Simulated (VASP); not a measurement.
Consider the following.

```xyz
2
Lattice="0.0000 2.2859 2.2859 2.1945 0.0000 2.2859 2.1945 2.2859 0.0000" Properties=species:S:1:pos:R:3 pbc="T T T"
Na     0.0000     0.0000     0.0000
F      2.1945     2.2859     2.2859
```

These are r2SCAN meta-GGA, VASP's PBE PAW potentials (set 64) (plane waves; VASP) values and carry that method's errors. Run with 600 eV cut-off, 10×10×10 Γ-centred mesh, Gaussian smearing of 0.050 eV, potentials Na_pv F.

Problem. Give the stress tensor in GPa (positive for a compressed cell).

Solution. 
```
6.76  0.00  0.00
0.00  0.90  0.00
0.00  0.00  0.90
```
The pressure is its mean diagonal, 2.85 GPa.

The compound is NaF in the rock salt structure. This cell was strained or had an atom moved on purpose.
